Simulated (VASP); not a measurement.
Given:

```xyz
3
Lattice="2.3071 -3.9961 0.0000 2.3071 3.9961 0.0000 0.0000 0.0000 6.0859" Properties=species:S:1:pos:R:3 pbc="T T T"
Te     2.9242    -2.9272     4.0573
Te     3.3801     0.0000     0.0000
Te     2.9242     2.9272     2.0286
```

Computed with PW91 GGA, VASP's PBE PAW potentials (set 64) (plane waves; VASP). Run with 520 eV cut-off, 6×6×4 Γ-centred mesh, Gaussian smearing of 0.050 eV, potentials Te.

Q: The ions and cell shape at fixed volume are relaxed. Give the cell that the relaxation ends in.

A: 
```xyz
3
Lattice="2.3360 -4.0461 0.0000 2.3360 4.0461 0.0000 0.0000 0.0000 5.9364" Properties=species:S:1:pos:R:3 pbc="T T T"
Te     2.9380    -3.0034     3.9576
Te     3.4681     0.0000     0.0000
Te     2.9380     3.0034     1.9788
```
Space group P3_121 (152), at a tolerance of 0.03 Å.

Q: How much energy does the relaxation gain?

A: The energy (σ→0) changes by -9.3 meV/atom, in 7 ionic steps.

The compound is Te in the trig structure. This cell is one point of a volume scan, at 1.06 of the reference volume. Symmetry was kept, so distortions that lower it aren't found.
